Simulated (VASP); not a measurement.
An input for Ansatz (written as the equivalent of a VASP run, and not itself run):

Ansatz 0.2 input:
```yaml
crystal:
  lattice:
    - [0.0000000, 2.3171400, 2.3171400]
    - [2.3171400, 0.0000000, 2.3171400]
    - [2.3171400, 2.3171400, 0.0000000]
  atoms:
    - { symbol: Hf, position: [0.0089030, -0.0236650, 0.0027300] }
    - { symbol: C, position: [0.4910970, 0.5236650, 0.4972700] }
kpoints:
  mp_grid: { grid: [12, 12, 12] }
hamiltonian:
  xc: pbesol
  pseudopotentials: { kind: paw }
scf:
  occupations: { method: gaussian, width: 0.2 }
  max_iter: 100
relax:
  max_steps: 50
  f_tol: 0.01
  cell: {}
output: { forces: true, stress: true, eigenvalues: true }
```

Problem. Write the VASP files for the same calculation (PBEsol).

Solution. One answer among several that fit: 
File KPOINTS:
```
Regular mesh
0
G
12 12 12
0 0 0
```

File POSCAR:
```
HfC
1.0
  0.0000000000   2.3171400000   2.3171400000
  2.3171400000   0.0000000000   2.3171400000
  2.3171400000   2.3171400000   0.0000000000
Hf C
1 1
Cart
 -0.0485093259   0.0269552896  -0.0342056207
  2.3656493259   2.2901847104   2.3513456207
```

**INCAR**
```
ALGO  =  Normal
EDIFF  =  1E-6
EDIFFG  =  -0.01
ENCUT  =  400
GGA  =  PS
IBRION  =  2
ISIF  =  3
ISMEAR  =  0
LASPH  =  .TRUE.
LCHARG  =  .FALSE.
LMAXMIX  =  6
LREAL  =  .FALSE.
LWAVE  =  .FALSE.
NELM  =  100
NSW  =  50
PREC  =  Accurate
SIGMA  =  0.2
SYSTEM  =  HfC
```

POTCAR, in this order: Hf_pv C (PBE.64 set). Program: vasp_std.

What does not carry over: each code has its own PAW files, so the cut-off isn't converted (ENCUT is set for VASP's; basis.ecutwfc is left out, and Ansatz then takes the one that its files recommend); Ansatz stops its SCF on the density residual and VASP on the energy change (EDIFF).

The structure comes from a computed database's HfC entry; how it stands against other phases isn't given here. In the starting cell atoms are displaced from their ideal sites. This run relaxes it. The run is one of a series of settings (EDIFFG = -0.01, IBRION = 2, ISIF = 3, NSW = 50 against the base run), some of them coarse on purpose.
